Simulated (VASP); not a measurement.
Crystal: NbAl2N3.

```
Al Nb N
1.0
     4.21671    0.00000    0.00000
     0.00000    2.99499    0.00000
    -0.21213    0.00000    5.01734
Al Nb N
2 1 3
Direct
  0.49188 0.50000 0.50725
  0.01063 0.00000 0.99240
  0.69583 0.50000 0.13497
  0.30423 0.50000 0.86669
  0.20891 0.00000 0.36826
  0.78851 0.00000 0.63043
```

The cell was built by a generator and needn't be a form met in nature.

| Quantity | Value |
| --- | --- |
| Program | VASP 6.6.1 |
| Task | relaxation of cell and atoms |
| Functional | PBE |
| Potentials or basis | VASP PAW PBE potentials, release 64 (Al, Nb_sv, N) |
| Cutoff | 520 eV |
| k mesh | 3 × 5 × 3 |
| Occupations | gaussian, width 0.15 eV |
| Spin | no spin polarisation |

At the start: pressure 25.5 GPa; volume 10.56 Å³/atom.

How do energy, volume and symmetry change on relaxing?

Over 21 steps the energy falls by 2005.8 meV/atom and the volume is 10.67 Å³/atom (+1.0 %); space group Pm (No. 6, to 0.05 Å).

The path:
| step | energy change (eV) | largest force (eV/Å) | pressure (GPa) | volume (Å³) |
| --- | --- | --- | --- | --- |
| 1 | 0.0000 | 13.7970 | 25.54 | 63.36 |
| 2 | -2.5405 | 22.9543 | 8.77 | 78.56 |
| 3 | -6.7623 | 4.4121 | -4.11 | 71.69 |
| 4 | -6.7745 | 3.9165 | -3.79 | 71.40 |
| 5 | -8.2437 | 2.3365 | -7.21 | 69.96 |
| 6 | -8.8179 | 5.7855 | -1.85 | 67.57 |
| 7 | -9.4712 | 4.5051 | -1.16 | 66.57 |
| 8 | -9.7373 | 3.9427 | 1.44 | 65.34 |
| 9 | -10.2468 | 3.7017 | -1.38 | 65.54 |
| 10 | -11.1496 | 2.9776 | -6.08 | 66.07 |
| 11 | -10.2262 | 4.1295 | -0.48 | 66.81 |
| 12 | -11.2706 | 2.9213 | -6.09 | 66.28 |
| 13 | -11.7289 | 1.6246 | -2.97 | 64.91 |
| 14 | -11.8081 | 1.2699 | 0.57 | 64.13 |
| 15 | -11.9433 | 0.8616 | -0.26 | 64.25 |
| 16 | -12.0098 | 0.3493 | -0.98 | 64.39 |
| 17 | -12.0230 | 0.1891 | 0.14 | 64.06 |
| 18 | -12.0257 | 0.2553 | 1.00 | 63.82 |
| 19 | -12.0316 | 0.1478 | 0.10 | 64.06 |
| 20 | -12.0325 | 0.1277 | -0.64 | 64.19 |
| 21 | -12.0349 | 0.0747 | -0.20 | 63.99 |

Final structure:
```
Al Nb N
1.0
     4.81875    0.00000   -0.81490
     0.00000    2.92825    0.00000
    -1.32782    0.00000    4.75961
Al Nb N
2 1 3
Direct
  0.41753 0.50000 0.54408
  0.11910 0.00000 0.91320
  0.76885 0.50000 0.26728
  0.35580 0.50000 0.89856
  0.10987 0.00000 0.29525
  0.72884 0.00000 0.58162
```

Caveat: the k mesh is coarse (spacing up to 0.50 Å⁻¹), so the values aren't converged.
